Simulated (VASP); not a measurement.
Here is a VASP 6.6.1 calculation.

POSCAR

```
Si
1.0
    0.0854690885      2.7813854558      2.7813854558
    2.7813854558      0.0854690885      2.7813854558
    2.7813854558      2.7813854558      0.0854690885
Si
2
Direct
    0.0016777000      0.0016777000      0.0016777000
    0.2483220000      0.2483220000      0.2483220000
```

INCAR.step1

```
SYSTEM = Si
ALGO = Fast
EDIFF = 1E-8
EDIFFG = -0.002
ENCUT = 600
GGA = CA
IBRION = 2
ISIF = 3
ISMEAR = 0
LASPH = .True.
LCHARG = .False.
LREAL = .False.
LWAVE = .False.
NELM = 60
NSW = 40
PREC = Accurate
SIGMA = 0.01
```

File INCAR.step2:

```
SYSTEM = Si
ALGO = Fast
EDIFF = 1E-8
ENCUT = 600
GGA = CA
IBRION = 8
ISIF = 2
ISMEAR = 0
LASPH = .True.
LCHARG = .False.
LREAL = .False.
LWAVE = .False.
NELM = 60
NSW = 1
PREC = Accurate
SIGMA = 0.01
```

Contents of KPOINTS:

```
k-points
0
Gamma
  10 10 10
  0 0 0
```

Potentials or basis: VASP PAW LDA potentials, release 64 (Si).

Launch:

```bash
$ cat potpaw_LDA.64/Si/POTCAR > POTCAR
$ cp INCAR.step1 INCAR
$ mpirun -np 1 vasp_std > vasp.out
$ cp CONTCAR POSCAR
$ cp INCAR.step2 INCAR
$ mpirun -np 1 vasp_std > vasp.out
```

Problem. Estimate the highest phonon frequency at Γ.

Solution. 513 cm⁻¹.

Problem. What does it give for the relaxed cell?

Solution. a = 3.821 Å, b = 3.821 Å, c = 3.821 Å, α = 60.00°, β = 60.00°, γ = 60.00°.

Final structure:
```xyz
2
Lattice="0.0002 2.7015 2.7015 2.7015 0.0002 2.7015 2.7015 2.7015 0.0002" Properties=species:S:1:pos:R:3 pbc="T T T"
Si    0.0001    0.0001    0.0001
Si    1.3508    1.3508    1.3508
```
